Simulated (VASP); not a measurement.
**SrTiO3 (Tausonite): quasiparticle gap under strain**

How does the quasiparticle gap of SrTiO3 (Tausonite) follow strain, and does the starting functional get the slope right? The cell has space group Pm-3m. The start is a cell from a database of measured crystal structures.

Main program and level: VASP 6.6.1; PBE, no spin polarisation; plane waves and PAW (Sr_sv, Ti_sv, O), in the first sound run; inputs show where later runs differ.

**1. The starting structure**

It takes space group Pm-3m (No. 221, cubic). The conventional cell has a = 3.905 Å, b = 3.905 Å, c = 3.905 Å, α = 90.00°, β = 90.00°, γ = 90.00°. Nearest to Sr lie 12 O at 2.76 Å. Ti has 6 O at 1.95 Å nearest. Nearest to O lie 2 Ti at 1.95 Å and 4 Sr at 2.76 Å. Farther neighbours and most contacts between anions are not listed.

**2. Relaxation**

The atoms are relaxed first inside the given cell, which is kept (ISIF = 2), since band edges depend on the positions.

Input file INCAR:

```
SYSTEM = SrTiO3
PREC = Accurate
ENCUT = 520
EDIFF = 1E-06
NELM = 100
ISMEAR = 0
SIGMA = 0.05
LREAL = .FALSE.
ALGO = Normal
GGA = PE
NBANDS = 26
LASPH = .TRUE.
LWAVE = .FALSE.
LCHARG = .FALSE.
KPAR = 8
IBRION = 2
NSW = 60
ISIF = 2
EDIFFG = -0.01
```

Input file POSCAR:

```
SrTiO3
1.0
    3.9052800000      0.0000000000      0.0000000000
    0.0000000000      3.9052800000      0.0000000000
    0.0000000000      0.0000000000      3.9052800000
Sr Ti O
1 1 3
Direct
    0.5000000000      0.5000000000      0.5000000000
    0.0000000000      0.0000000000      0.0000000000
    0.5000000000      0.0000000000      0.0000000000
    0.0000000000      0.5000000000      0.0000000000
    0.0000000000      0.0000000000      0.5000000000
```

Input file KPOINTS:

```
Automatic mesh
0
Gamma
5 5 5
0 0 0
```

Potentials, in the order of the species: Sr_sv, Ti_sv and O (PBE family, release 64).

Command:

```sh
mpirun -np 8 vasp_std
```

What it wrote:

```text
[banner, memory and clock lines left out]
running    8 mpi-ranks, on    1 nodes
 distrk:  each k-point on    1 cores,    8 groups
 distr:  one band on    1 cores,    1 groups

 POSCAR found type information on POSCAR SrTiO
 POSCAR found :  3 types and       5 ions
|                                                                             |
|           W    W    AA    RRRRR   N    N  II  N    N   GGGG   !!!           |
|           W    W   A  A   R    R  NN   N  II  NN   N  G    G  !!!           |
|           W    W  A    A  R    R  N N  N  II  N N  N  G       !!!           |
|           W WW W  AAAAAA  RRRRR   N  N N  II  N  N N  G  GGG   !            |
|           WW  WW  A    A  R   R   N   NN  II  N   NN  G    G                |
|           W    W  A    A  R    R  N    N  II  N    N   GGGG   !!!           |
|                                                                             |
|     For optimal performance we recommend to set                             |
|       NCORE = 2 up to number-of-cores-per-socket                            |
|     NCORE specifies how many cores store one orbital (NPAR=cpu/NCORE).      |
|     This setting can greatly improve the performance of VASP for DFT.       |
|     The default, NCORE=1 might be grossly inefficient on modern             |
|     multi-core architectures or massively parallel machines. Do your        |
|     Unfortunately you need to use the default for GW and RPA                |
|     calculations (for HF NCORE is supported but not extensively tested      |
|     yet).                                                                   |
|                                                                             |

 LDA part: xc-table for (Slater+PW92), standard interpolation
 POSCAR, INCAR and KPOINTS ok, starting setup
 FFT: planning ... GRIDC
 FFT: planning ... GRID_SOFT
 FFT: planning ... GRID
 WAVECAR not read
 entering main loop
       N       E                     dE             d eps       ncg     rms          rms(c)
DAV:   1     0.429638589093E+03    0.42964E+03   -0.21161E+04   520   0.167E+03
DAV:   2    -0.615809361516E+01   -0.43580E+03   -0.42391E+03   600   0.456E+02
DAV:   3    -0.482267439885E+02   -0.42069E+02   -0.41845E+02   610   0.143E+02
DAV:   4    -0.503240399301E+02   -0.20973E+01   -0.20943E+01   848   0.281E+01
DAV:   5    -0.503635480336E+02   -0.39508E-01   -0.39489E-01   684   0.325E+00    0.266E+01
DAV:   6    -0.400781423375E+02    0.10285E+02   -0.59965E+01   748   0.694E+01    0.152E+01
DAV:   7    -0.401357851852E+02   -0.57643E-01   -0.81434E+00   644   0.215E+01    0.109E+01
DAV:   8    -0.401423433463E+02   -0.65582E-02   -0.16642E+00   670   0.133E+01    0.274E+00
DAV:   9    -0.400821837724E+02    0.60160E-01   -0.38047E-01   672   0.592E+00    0.108E+00
DAV:  10    -0.400826914703E+02   -0.50770E-03   -0.12887E-01   630   0.238E+00    0.835E-01
DAV:  11    -0.400736846369E+02    0.90068E-02   -0.38910E-02   776   0.188E+00    0.148E-01
DAV:  12    -0.400737114776E+02   -0.26841E-04   -0.18252E-03   658   0.382E-01    0.107E-01
DAV:  13    -0.400737085804E+02    0.28972E-05   -0.25834E-04   814   0.214E-01    0.813E-02
DAV:  14    -0.400736596649E+02    0.48916E-04   -0.58779E-04   610   0.156E-01    0.388E-02
DAV:  15    -0.400736567876E+02    0.28774E-05   -0.53604E-05   742   0.738E-02    0.122E-02
DAV:  16    -0.400736566515E+02    0.13607E-06   -0.11457E-05   674   0.258E-02    0.584E-03
DAV:  17    -0.400736566659E+02   -0.14394E-07   -0.11114E-06   360   0.910E-03
   1 F= -.40073657E+02 E0= -.40073657E+02  d E =-.400737E+02
 curvature:   0.00 expect dE= 0.000E+00 dE for cont linesearch  0.000E+00
 trial: gam= 0.00000 g(F)=  0.000E+00 g(S)=  0.000E+00 ort = 0.000E+00 (trialstep = 0.100E+01)
 search vector abs. value=  0.100E-09
 reached required accuracy - stopping structural energy minimisation
```

Run time: 7 s. Hardware: 8 MPI ranks of Intel Xeon Platinum 8488C (Sapphire Rapids), shared host; peak memory 1.4 GiB.

The logs omit lines about the potential files and the build; timing stands in the text.

From OUTCAR (step 2):

```text
ion  position               nearest neighbor table
   1  0.500  0.500  0.500-   3 2.76   4 2.76   5 2.76   3 2.76   4 2.76   3 2.76   5 2.76   3 2.76
                             4 2.76   5 2.76   4 2.76   5 2.76   2 3.38   2 3.38   2 3.38   2 3.38
   2  0.000  0.000  0.000-   3 1.95   4 1.95   5 1.95   5 1.95   4 1.95   3 1.95   1 3.38   1 3.38
                             1 3.38   1 3.38   1 3.38   1 3.38   1 3.38   1 3.38
   3  0.500  0.000  0.000-   2 1.95   2 1.95   1 2.76   1 2.76   1 2.76   1 2.76
   4  0.000  0.500  0.000-   2 1.95   2 1.95   1 2.76   1 2.76   1 2.76   1 2.76
   5  0.000  0.000  0.500-   2 1.95   2 1.95   1 2.76   1 2.76   1 2.76   1 2.76

  LATTYP: Found a simple cubic cell.
 ALAT       =     3.9052800000

 Subroutine GETGRP returns: Found 48 space group operations
 (whereof 48 operations were pure point group operations)

The static configuration has the point symmetry O_h .

 Found     10 irreducible k-points:

   k-points           NKPTS =     10   k-points in BZ     NKDIM =     10   number of bands    NBANDS=     26

   dimension x,y,z NGX =    30 NGY =   30 NGZ =   30
   dimension x,y,z NGXF=    60 NGYF=   60 NGZF=   60

   ENCUT  =  520.0 eV  38.22 Ry    6.18 a.u.   7.26  7.26  7.26*2*pi/ulx,y,z

   NELECT =      40.0000    total number of electrons

 k-points in reciprocal lattice and weights: Automatic mesh
   0.00000000  0.00000000  0.00000000       0.008
   0.20000000  0.00000000  0.00000000       0.048
   0.40000000  0.00000000  0.00000000       0.048
   0.20000000  0.20000000  0.00000000       0.096
   0.40000000  0.20000000  0.00000000       0.192
   0.40000000  0.40000000  0.00000000       0.096
   0.20000000  0.20000000  0.20000000       0.064
   0.40000000  0.20000000  0.20000000       0.192
   0.40000000  0.40000000  0.20000000       0.192
   0.40000000  0.40000000  0.40000000       0.064

 average (electrostatic) potential at core
       1 -34.5575       2 -76.4504       3 -69.4830       4 -69.4830       5 -69.4830

 E-fermi :   4.4592

 k-point     1 :       0.0000    0.0000    0.0000
  band No.  band energies     occupation
    ...
     16       2.9954      2.00000
     17       2.9954      2.00000
     18       3.8089      2.00000
     19       3.8089      2.00000
     20       3.8089      2.00000
     21       6.0156      0.00000
     22       6.0156      0.00000
     23       6.0156      0.00000
     24       8.4632      0.00000
     25       8.4632      0.00000
    ...

 k-point     2 :       0.2000    0.0000    0.0000
  band No.  band energies     occupation
    ...
     16       2.5364      2.00000
     17       2.6808      2.00000
     18       2.8219      2.00000
     19       3.6213      2.00000
     20       3.6213      2.00000
     21       6.0723      0.00000
     22       6.7816      0.00000
     23       6.7816      0.00000
     24       8.4706      0.00000
     25       9.4379      0.00000
    ...

 k-point     3 :       0.4000    0.0000    0.0000
  band No.  band energies     occupation
    ...
     16       1.9157      2.00000
     17       1.9157      2.00000
     18       2.2463      2.00000
     19       3.4558      2.00000
     20       3.4558      2.00000
     21       6.1683      0.00000
     22       7.7807      0.00000
     23       7.7807      0.00000
     24       8.4775      0.00000
     25      10.5196      0.00000
    ...

  Total        1.8432162      1.8432162      1.8432162     -0.0000000      0.0000000     -0.0000000
  in kB       49.5827186     49.5827186     49.5827186     -0.0000000      0.0000000     -0.0000000
  external PRESSURE =      49.5827186 kB  Pullay stress =       0.0000000 kB

  energy-cutoff  :      520.00
  volume of cell :       59.56
      direct lattice vectors                 reciprocal lattice vectors
     3.905280000  0.000000000  0.000000000     0.256063586  0.000000000  0.000000000
     0.000000000  3.905280000  0.000000000     0.000000000  0.256063586  0.000000000
     0.000000000  0.000000000  3.905280000     0.000000000  0.000000000  0.256063586

 POSITION                                       TOTAL-FORCE (eV/Angst)
 -----------------------------------------------------------------------------------
      1.95264      1.95264      1.95264         0.000000      0.000000      0.000000
      0.00000      0.00000      0.00000         0.000000      0.000000      0.000000
      1.95264      0.00000      0.00000         0.000000      0.000000      0.000000
      0.00000      1.95264      0.00000         0.000000      0.000000      0.000000
      0.00000      0.00000      1.95264         0.000000      0.000000      0.000000
 -----------------------------------------------------------------------------------
    total drift:                                0.000000     -0.000000      0.000000

  FREE ENERGIE OF THE ION-ELECTRON SYSTEM (eV)
  ---------------------------------------------------
  free  energy   TOTEN  =       -40.0736566659 eV

  energy  without entropy=      -40.0736566659  energy(sigma->0) =      -40.07365667

 reached required accuracy - stopping structural energy minimisation

[... 3 further parts left out ...]
```

The run keeps the 48 symmetry operations of its start, so it cannot find a distortion of lower symmetry.

The forces vanish from the start, and no atom moves.

This step gave:

- free energy (TOTEN): -40.07 eV
- Fermi energy: 4.459 eV
- pressure: 4.958 GPa

The forces stay under 1e-4 eV/Å.

[end of part 1 of 5]

[Lines on the potential files, build, host, timing and source positions are cut from VASP's logs without a mark.]

[Logs are printed without paths, hosts, clocks, repeated set-up lines and the standing remarks that a program may print on its own settings, such as how far it seeks lower states.]

[Hosts, paths, dates, database ids (printed as entryN), source tags and the programs' standing remarks are cut or masked in the printed files.]

[Pressures printed for these runs are not shown converged in the cutoff: they can be off by several GPa and have the wrong sign.]

[In band tables of VASP the shares of atoms and orbitals are scaled to a sum of 1 inside the atoms' spheres.]
